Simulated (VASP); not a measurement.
```xyz
2
Lattice="2.8122 0.0000 0.0000 0.0000 2.8122 0.0000 0.0000 0.0000 4.0496" Properties=species:S:1:pos:R:3 pbc="T T T"
Ti     0.0000     0.0000     0.0000
Al     1.4061     1.4061     2.0248
```

All values below come from MS2 meta-GGA, VASP's PBE PAW potentials (set 64) (plane waves; VASP). Run with 520 eV cut-off, 14×14×10 Γ-centred mesh, tetrahedra with Blöchl corrections, potentials Ti_sv Al.

Task: Predict the energy per atom (σ→0), band gap (over mesh and band path) with the smallest direct gap where there is one.

Result: 
```
Property                                                               Value
----------------------------------  ----------------------------------------
band gap (over mesh and band path)  none (metal, semimetal or under 0.01 eV)
energy per atom (σ→0)                                        -10.537 eV/atom
```

The absolute energy has meaning only against runs of the same code, potentials and settings.

The compound is TiAl in the L1_0 structure. It was relaxed first. The electron count is odd and the run is not spin-polarised, which forces a metal.
